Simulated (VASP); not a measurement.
```
MgS
1.0
    0.00000     2.63965     2.63965
    2.63965     0.00000     2.63965
    2.63965     2.63965     0.00000
Mg S
1 1
Direct
  0.00000   0.00000   0.00000
  0.50000   0.50000   0.50000
```

Computed with PBEsol GGA, VASP's PBE PAW potentials (set 64) (plane waves; VASP 6.6.1). Settings: 520 eV cut-off, 9×9×9 Γ-centred mesh, Gaussian smearing of 0.050 eV, potentials Mg S.

The job: MgS (rock salt), 2 atoms, PBEsol, static run, 520 eV, 9×9×9 Γ-centred mesh. Roughly how much core time does it take on a busy server core?

About 8 core-seconds (one run on a shared machine, a rough figure). It had 35 irreducible k-points, 8 bands, up to 1002 plane waves and 13 electronic steps.

The compound is MgS in the rock salt structure. This cell is one point of a volume scan, at 1.06 of the reference volume.
